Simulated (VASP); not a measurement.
```yaml
crystal:
  lattice:
    - [0.00000, 3.02341, 3.02341]
    - [3.02341, 0.00000, 3.02341]
    - [3.02341, 3.02341, 0.00000]
  atoms:
    - { symbol: Pb, position: [0.00000, 0.00000, 0.00000] }
    - { symbol: S, position: [0.50000, 0.50000, 0.50000] }
```

Computed with TPSS meta-GGA, VASP's PBE PAW potentials (set 64) (plane waves; VASP). Numerical set-up: 520 eV cut-off, 8×8×8 Γ-centred mesh, Gaussian smearing of 0.050 eV, potentials Pb_d S.

Unless said otherwise, spin-orbit coupling is left out, though it shifts the bands of the heavy elements here.

### Question
Estimate the energy per atom (σ→0), pressure, band gap (on the k-mesh) with the smallest direct gap where there is one.

### Answer

```json
{
 "band gap (on the k-mesh)": "0.58 eV",
 "smallest direct gap (on the k-mesh)": "0.58 eV",
 "energy per atom (σ→0)": "-6.673 eV/atom",
 "pressure": "-15.1 kbar"
}
```

The compound is PbS in the rock salt structure. This cell is one point of a volume scan, at 1.03 of the reference volume.
